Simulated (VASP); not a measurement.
# Sc2InSb3 (P6/mmm) in VASP: further runs

Runs on Sc2InSb3. Level: PBE. Tasks: relaxation of cell and atoms.

Program: VASP 6.6.1. These are calculated values, not measurements. Logs are shortened: lines on timing, memory, paths and dates and some standing lists are left out, and cuts for length are marked.

## (1) The structure

It takes space group P6/mmm (No. 191, hexagonal). Conventional cell: a = 6.186 Å, b = 6.186 Å, c = 4.762 Å, α = 90.00°, β = 90.00°, γ = 120.00°. Around Sc (site symmetry -6m2) lie 6 Sb at 2.98 Å. In (site symmetry 6/mmm) is surrounded by 6 Sc at 3.57 Å and 12 Sb at 3.90 Å. Sb (site symmetry mmm) is surrounded by 4 Sc at 2.98 Å and 4 Sb at 3.09 Å.

The cell was built by a generator and needn't be a form met in nature.

## (2) Relaxation of cell and atoms, PBE

INCAR reads:

```
SYSTEM = Sc2InSb3
PREC     = Normal         ! precision mode
ENCUT    = 520            ! plane-wave cutoff, eV
EDIFF    = 1E-4           ! SCF threshold, eV
ISMEAR   = 0              ! smearing method
SIGMA    = 0.15           ! smearing width, eV
LREAL    = .False.        ! projectors in reciprocal space
LASPH    = .True.         ! aspherical terms in the spheres
NELM     = 60             ! most SCF steps
ALGO     = Fast           ! electronic algorithm
ISIF     = 3              ! what is computed and relaxed
LWAVE    = .False.        ! write WAVECAR
LCHARG   = .False.        ! write CHGCAR
GGA      = PE             ! functional
IBRION   = 2              ! ionic algorithm
NSW      = 24             ! ionic steps
EDIFFG   = -0.08          ! ionic threshold
```

KPOINTS reads:

```
regular mesh
0
Gamma
  3 3 4
  0 0 0
```

POSCAR reads:

```
Sc2InSb3
1.0
    6.1860734100      0.0000000000      0.0000000000
   -3.0930367000      5.3572967200      0.0000000000
    0.0000000000      0.0000000000      4.7619771000
Sc In Sb
2 1 3
Direct
    0.3333333300      0.6666666700      0.0000000000
    0.6666666700      0.3333333300      0.0000000000
    0.0000000000      0.0000000000      0.0000000000
    0.0000000000      0.5000000000      0.5000000000
    0.5000000000      0.5000000000      0.5000000000
    0.5000000000      0.0000000000      0.5000000000
```

Potentials or basis: VASP PAW PBE potentials, release 64 (Sc_sv, In_d, Sb).

Run with:

```
cat potpaw_PBE.64/Sc_sv/POTCAR potpaw_PBE.64/In_d/POTCAR potpaw_PBE.64/Sb/POTCAR > POTCAR
mpirun -np 1 vasp_std > vasp.out
```

OUTCAR:

```text
SYSTEM = Sc2InSb3
   PREC = Normal
   ENCUT = 520
   EDIFF = 1E-4
   ISMEAR = 0
   LREAL = .False.
   LASPH = .True.
   NELM = 60
   ISIF = 3
   GGA = PE
   IBRION = 2
   NSW = 24
   EDIFFG = -0.08

 ion  position               nearest neighbor table
   1  0.333  0.667  0.000-   6 2.98   6 2.98   4 2.98   4 2.98   5 2.98   5 2.98   3 3.57   3 3.57
                             3 3.57
   2  0.667  0.333  0.000-   6 2.98   6 2.98   4 2.98   4 2.98   5 2.98   5 2.98   3 3.57   3 3.57
                             3 3.57
   3  0.000  0.000  0.000-   1 3.57   2 3.57   1 3.57   2 3.57   2 3.57   1 3.57   4 3.90   4 3.90
                             4 3.90   4 3.90   6 3.90   6 3.90   6 3.90   6 3.90   5 3.90   5 3.90
   4  0.000  0.500  0.500-   1 2.98   2 2.98   1 2.98   2 2.98   5 3.09   5 3.09   6 3.09   6 3.09
                             3 3.90   3 3.90   3 3.90   3 3.90
   5  0.500  0.500  0.500-   1 2.98   2 2.98   1 2.98   2 2.98   6 3.09   6 3.09   4 3.09   4 3.09
                             3 3.90   3 3.90   3 3.90   3 3.90
   6  0.500  0.000  0.500-   1 2.98   2 2.98   1 2.98   2 2.98   5 3.09   5 3.09   4 3.09   4 3.09
                             3 3.90   3 3.90   3 3.90   3 3.90

  LATTYP: Found a hexagonal cell.
 ALAT       =     6.1860734100
 C/A-ratio  =     0.7697899434

  Lattice vectors:

 A1 = (   6.1860734100,   0.0000000000,   0.0000000000)
 A2 = (  -3.0930367000,   5.3572967200,   0.0000000000)
 A3 = (   0.0000000000,   0.0000000000,   4.7619771000)

Analysis of symmetry for initial positions (statically):
=====================================================================
 Subroutine PRICEL returns:
 Original cell was already a primitive cell.

 Routine SETGRP: Setting up the symmetry group for a
 hexagonal supercell.

 Subroutine GETGRP returns: Found 24 space group operations
 (whereof 24 operations were pure point group operations)
 out of a pool of 24 trial point group operations.

The static configuration has the point symmetry D_6h.

Analysis of symmetry for dynamics (positions and initial velocities):
=====================================================================
 Subroutine PRICEL returns:
 Original cell was already a primitive cell.

 Routine SETGRP: Setting up the symmetry group for a
 hexagonal supercell.

 Subroutine GETGRP returns: Found 24 space group operations
 (whereof 24 operations were pure point group operations)
 out of a pool of 24 trial point group operations.

The dynamic configuration has the point symmetry D_6h.

 Subroutine INISYM returns: Found 24 space group operations
 (whereof 24 operations are pure point group operations),
 and found     1 'primitive' translations

----------------------------------------------------------------------------------------

                                     Primitive cell

  volume of cell :     157.8149

  direct lattice vectors                    reciprocal lattice vectors
     6.186073410  0.000000000  0.000000000     0.161653432  0.093330653  0.000000000
    -3.093036700  5.357296720  0.000000000     0.000000000  0.186661306  0.000000000
     0.000000000  0.000000000  4.761977100     0.000000000  0.000000000  0.209996810

  length of vectors
     6.186073410  6.186073405  4.761977100     0.186661305  0.186661306  0.209996810

  position of ions in fractional coordinates (direct lattice)
     0.333333330  0.666666670  0.000000000
     0.666666670  0.333333330  0.000000000
     0.000000000  0.000000000  0.000000000
     0.000000000  0.500000000  0.500000000
     0.500000000  0.500000000  0.500000000
     0.500000000  0.000000000  0.500000000

  ion indices of the primitive-cell ions
   primitive index   ion index
                 1           1
                 2           2
                 3           3
                 4           4
                 5           5
                 6           6

----------------------------------------------------------------------------------------

 KPOINTS: regular mesh

Automatic generation of k-mesh.
 Grid dimensions read from file:
 generate k-points for:    3    3    4

 Generating k-lattice:

  Cartesian coordinates                     Fractional coordinates (reciprocal lattice)
     0.053884477  0.031110218  0.000000000     0.333333333  0.000000000  0.000000000
     0.000000000  0.062220435  0.000000000     0.000000000  0.333333333  0.000000000
     0.000000000  0.000000000  0.052499202     0.000000000  0.000000000  0.250000000

  Length of vectors
     0.062220435  0.062220435  0.052499202

  Shift w.r.t. Gamma in fractional coordinates (k-lattice)
     0.000000000  0.000000000  0.000000000

 Subroutine IBZKPT returns following result:
 ===========================================

 Found      9 irreducible k-points:

 Following reciprocal coordinates:
            Coordinates               Weight
  0.000000  0.000000  0.000000      1.000000
  0.333333  0.000000  0.000000      6.000000
  0.333333  0.333333  0.000000      2.000000
  0.000000  0.000000  0.250000      2.000000
  0.333333  0.000000  0.250000     12.000000
  0.333333  0.333333  0.250000      4.000000
  0.000000  0.000000  0.500000      1.000000
  0.333333  0.000000  0.500000      6.000000
  0.333333  0.333333  0.500000      2.000000
   k-points           NKPTS =      9   k-points in BZ     NKDIM =      9   number of bands    NBANDS=     30
   number of dos      NEDOS =    301   number of ions     NIONS =      6
   total plane-waves  NPLWV =  36288
   dimension x,y,z NGX =    36 NGY =   36 NGZ =   28
   dimension x,y,z NGXF=    72 NGYF=   72 NGZF=   56
   ions per type =               2   1   3
   NGX,Y,Z   is equivalent  to a cutoff of   9.67,  9.67,  9.78 a.u.
   NGXF,Y,Z  is equivalent  to a cutoff of  19.35, 19.35, 19.55 a.u.
 SYSTEM =  Sc2InSb3
   PREC   = normal    normal or accurate (medium, high low for compatibility)
   ISTART =      0    job   : 0-new  1-cont  2-samecut
   ICHARG =      2    charge: 1-file 2-atom 10-const
   ISPIN  =      1    spin polarized calculation?
   LNONCOLLINEAR =      F non collinear calculations
   LSORBIT =      F    spin-orbit coupling
   LASPH  =      T    aspherical Exc in radial PAW
   ENCUT  =  520.0 eV  38.22 Ry    6.18 a.u.  11.50 11.50  8.85*2*pi/ulx,y,z
   NELM   =     60;   NELMIN=  2; NELMDL= -5     # of ELM steps
   EDIFF  = 0.1E-03   stopping-criterion for ELM
   LREAL  =      F    real-space projection
   EDIFFG = -.8E-01   stopping-criterion for IOM
   NSW    =     24    number of steps for IOM
   IBRION =      2    ionic relax: 0-MD 1-quasi-New 2-CG
   NFREE  =      1    steps in history (QN), initial steepest desc. (CG)
   ISIF   =      3    stress and relaxation
   ISYM   =      2    0-nonsym 1-usesym 2-fastsym
   POTIM  = 0.5000    time-step for ionic-motion
   TEBEG  =    0.0;   TEEND  =   0.0 temperature during run
   PSTRESS=    0.0 pullay stress
   NELECT =      50.0000    total number of electrons
   NUPDOWN=      -1.0000    fix difference up-down
   EMIN   =  10.00;   EMAX   =-10.00  energy-range for DOS
   EFERMI =   0.00;   METHOD = LEGACY
   ISMEAR =     0;   SIGMA  =   0.15  broadening in eV -4-tet -1-fermi 0-gaus
   EFERMI_NEDOS =   21; number of points for ismear=-14 and -15
   IALGO  =     68    algorithm
   IMIX   =      4    mixing-type and parameters
     AMIX     =   0.40;   BMIX     =  1.00
     AMIX_MAG =   1.60;   BMIX_MAG =  1.00
  volume/ion in A,a.u.               =      26.30       177.50
  Fermi-wavevector in a.u.,A,eV,Ry     =   1.116046  2.109021 16.946858  1.245559
  Thomas-Fermi vector in A             =   2.252656
   LORBIT       =      0    0 simple, 1 ext, 2 COOP (PROOUT), +10 PAW based schemes
   GGA     = PE    functional components
   LHFCALC =     F    Hartree Fock is set to
   AEXX    =    0.0000 exact exchange contribution
   IVDW    =     0    specifies the selected vdW correction
   LEPSILON=     F    determine dielectric tensor
   LRPA    =     F    only Hartree local field effects (RPA)
 conjugate gradient relaxation of ions
 non-spin polarized calculation
 RMM-DIIS sequential band-by-band and
 Gauss-broadening in eV      SIGMA  =   0.15
  energy-cutoff  :      520.00
  volume of cell :      157.81
 maximum number of plane-waves:      4290
   NGX = 23   NGY = 23   NGZ = 17

--------------------------------------- Ionic step        1  -------------------------------------------

 number of electron      49.9999999 magnetization

 Free energy of the ion-electron system (eV)
  ---------------------------------------------------
  ext. energy  EPLUGINS =         0.00000000
  ---------------------------------------------------
  free energy    TOTEN  =       -29.67196121 eV

  energy without entropy =      -29.61938269  energy(sigma->0) =      -29.64567195

------------------------ aborting loop because EDIFF is reached ----------------------------------------

  FORCE on cell =-STRESS in cart. coord.  units (eV):
  Direction    XX          YY          ZZ          XY          YZ          ZX
  --------------------------------------------------------------------------------------
  -------------------------------------------------------------------------------------
  Total        2.4569519      2.4569519     -1.4805389      0.0000000     -0.0000000      0.0000000
  in kB       24.9436013     24.9436013    -15.0308086      0.0000000     -0.0000000      0.0000000
  external PRESSURE =      11.6187980 kB  Pullay stress =       0.0000000 kB
[... 305 lines left out ...]
  energy  without entropy=      -30.0142227706  energy(sigma->0) =      -30.02821573

--------------------------------------- Ionic step        9  -------------------------------------------

 number of electron      50.0000031 magnetization

 Free energy of the ion-electron system (eV)
  ---------------------------------------------------
  ext. energy  EPLUGINS =         0.00000000
  ---------------------------------------------------
  free energy    TOTEN  =       -30.05063709 eV

  energy without entropy =      -30.03068718  energy(sigma->0) =      -30.04066213

 E-fermi :   5.9727     XC(G=0):  -9.6090

 val. band max:        5.8679143552   @ k =   0.0000   0.0000   0.2500
 cond. band min:       6.0321746107   @ k =   0.0000   0.0000   0.5000
 fundamental gap:      0.1642602555
 Fermi energy:         5.9727216498

 k-point     1 :       0.0000    0.0000    0.0000
  band No.  band energies     occupation
      1     -43.7499      2.00000
      2     -43.7464      2.00000
      3     -22.4334      2.00000
      4     -22.4334      2.00000
      5     -22.4137      2.00000
      6     -22.4026      2.00000
[... 319 lines left out ...]
  FREE ENERGIE OF THE ION-ELECTRON SYSTEM (eV)
  ---------------------------------------------------
  free  energy   TOTEN  =       -30.0506370910 eV

  energy  without entropy=      -30.0306871764  energy(sigma->0) =      -30.04066213

 reached required accuracy - stopping structural energy minimisation
```

Run time: 3 min. Hardware: 1 thread of Intel Xeon Platinum 8488C (Sapphire Rapids), shared host; peak memory 0.22 GiB.

What came out:

* Free energy: -30.0506 eV
* Relaxed volume: 28.05 Å³/atom
* Relaxed cell: a = 6.677 Å, b = 6.677 Å, c = 4.360 Å, α = 90.00°, β = 90.00°, γ = 120.00°
* Space group after relaxing (to 0.05 Å): P6/mmm (No. 191)
* Energy gained by relaxing: 63.1 meV/atom
* Ionic steps: 9
* Pressure after relaxing: 0.1 GPa
* Band gap on the k mesh: none (metal or under the smearing width)

Step by step:
```csv
step,energy change (eV),largest force (eV/Å),pressure (GPa),volume (Å³)
1,0.0000,0.0000,1.16,157.81
2,-0.1097,0.0000,0.01,162.16
3,-0.2807,0.0000,-2.59,174.99
4,-0.3289,0.0000,-1.94,174.67
5,-0.3543,0.0000,-0.46,173.55
6,-0.3619,0.0000,-1.01,174.00
7,-0.3621,0.0000,-0.99,173.97
8,-0.3702,0.0000,-0.72,172.54
9,-0.3787,0.0000,0.06,168.31
```

Final structure:
```
Sc In Sb
1.0
     6.67666    0.00000    0.00000
    -3.33833    5.78216    0.00000
     0.00000    0.00000    4.35970
Sc In Sb
2 1 3
Direct
  0.33333 0.66667 0.00000
  0.66667 0.33333 0.00000
  0.00000 0.00000 0.00000
  0.00000 0.50000 0.50000
  0.50000 0.50000 0.50000
  0.50000 0.00000 0.50000
```

Caveat: the k mesh is coarse (spacing up to 0.39 Å⁻¹), so the values aren't converged; the relaxation stopped at a loose force limit of 0.08 eV/Å, so its end isn't a converged minimum. The run has no spin-orbit coupling, so splittings on Sb are missing.

## (3) Relaxation of cell and atoms, PBE

This run uses another cell than the first one, of 25.11 Å³/atom, 0.955 times its volume.

INCAR is that of step 2.

KPOINTS reads:

```
regular mesh
0
Gamma
  5 5 2
  0 0 0
```

POSCAR reads:

```
Sc2InSb3
1.0
    4.1500000000      0.0000000000      0.0000000000
   -2.0750000000      3.5940054300      0.0000000000
    0.0000000000      0.0000000000     10.1000000000
Sc In Sb
2 1 3
Direct
    0.6666666700      0.3333333300      0.6667000000
    0.3333333300      0.6666666700      0.3333000000
    0.0000000000      0.0000000000      0.0000000000
    0.3333333300      0.6666666700      0.8333000000
    0.6666666700      0.3333333300      0.1667000000
    0.0000000000      0.0000000000      0.5000000000
```

Potentials or basis: VASP PAW PBE potentials, release 64 (Sc_sv, In_d, Sb).

Run with:

```
cat potpaw_PBE.64/Sc_sv/POTCAR potpaw_PBE.64/In_d/POTCAR potpaw_PBE.64/Sb/POTCAR > POTCAR
mpirun -np 1 vasp_std > vasp.out
```

It took 3.1 min on 1 thread of Intel Xeon Platinum 8488C (Sapphire Rapids), shared host; peak memory 0.21 GiB.

The run converged. Its results:

```yaml
Free_energy: -30.5873 eV
Relaxed_volume: 26.90 Å³/atom
Relaxed_cell: a = 4.185 Å, b = 4.185 Å, c = 10.640 Å, α = 90.00°, β = 90.00°, γ = 120.00°
Space_group_after_relaxing_to_0.05_Å: P-3m1 (No. 164)
Energy_gained_by_relaxing: 47.7 meV/atom
Ionic_steps: 10
Pressure_after_relaxing: 0.2 GPa
Largest_force_after_relaxing: 0.028 eV/Å
Band_gap_on_the_k_mesh: none (metal or under the smearing width)
```

Forces on the atoms (eV/Å):
```
Sc   0.000  0.000  0.015
Sc   0.000  0.000 -0.015
In   0.000  0.000  0.000
Sb   0.000  0.000 -0.028
Sb   0.000  0.000  0.028
Sb   0.000  0.000  0.000
```

Stress tensor (GPa, compression positive):
```
0.18 0.00 0.00
0.00 0.18 0.00
0.00 0.00 0.10
```

Step by step:
```
step  energy change (eV)  largest force (eV/Å)  pressure (GPa)  volume (Å³)
   1              0.0000                0.6204            4.89       150.64
   2             -0.1814                0.3951           -2.08       167.95
   3             -0.2069                0.4383           -0.45       163.08
   4             -0.2426                0.3079           -0.32       162.45
   5             -0.2716                0.1880            0.00       161.52
   6             -0.2528                0.1677            0.83       159.55
   7             -0.2764                0.1712            0.24       160.91
   8             -0.2824                0.0510           -0.14       162.02
   9             -0.2831                0.0354           -0.26       162.43
  10             -0.2859                0.0277            0.16       161.39
```

Final structure:
```cif
data_structure
_symmetry_space_group_name_H-M 'P 1'
_symmetry_Int_Tables_number 1
_cell_length_a 4.1850
_cell_length_b 4.1850
_cell_length_c 10.6401
_cell_angle_alpha 90.000
_cell_angle_beta 90.000
_cell_angle_gamma 120.000
_cell_volume 161.39
loop_
_atom_site_label
_atom_site_type_symbol
_atom_site_fract_x
_atom_site_fract_y
_atom_site_fract_z
_atom_site_occupancy
Sc1 Sc 0.66667 0.33333 0.65807 1
Sc2 Sc 0.33333 0.66667 0.34193 1
In1 In 0.00000 0.00000 0.00000 1
Sb1 Sb 0.33333 0.66667 0.82246 1
Sb2 Sb 0.66667 0.33333 0.17754 1
Sb3 Sb 0.00000 0.00000 0.50000 1
```

Levels at points of the mesh, in eV from the Fermi level:
```tsv
k point	band 22	band 23	band 24	band 25	band 26	band 27	band 28	band 29
(0.00, 0.00, 0.00)	-0.20	0.50	0.70	0.95	0.95	1.13	1.13	1.68
(0.00, 0.00, 0.50)	-0.27	-0.27	1.13	1.13	1.14	1.14	1.42	1.70
```

Caveat: the relaxation stopped at a loose force limit of 0.08 eV/Å, so its end isn't a converged minimum. Spin-orbit coupling is left out, which matters for the levels of Sb.

(Continued in part 2 of 2.)
